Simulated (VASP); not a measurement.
Consider the following.

```yaml
crystal:
  lattice:
    - [0.00000, 3.16531, 3.16531]
    - [3.16531, 0.00000, 3.16531]
    - [3.16531, 3.16531, 0.00000]
  atoms:
    - { symbol: Na, position: [0.00000, 0.00000, 0.00000] }
    - { symbol: I, position: [0.50000, 0.50000, 0.50000] }
```

Method: vdW-DF-cx, VASP's PBE PAW potentials (set 64) (plane waves; VASP). Settings: 520 eV cut-off, 7×7×7 Γ-centred mesh, Gaussian smearing of 0.050 eV, potentials Na_pv I.

Q: Give the stress tensor in GPa (positive for a compressed cell).

A: 
```
1.12  0.00  0.00
0.00  1.12  0.00
0.00  0.00  1.12
```
The pressure is its mean diagonal, 1.12 GPa.

The compound is NaI in the rock salt structure. This cell is one point of a volume scan, at 0.94 of the reference volume.
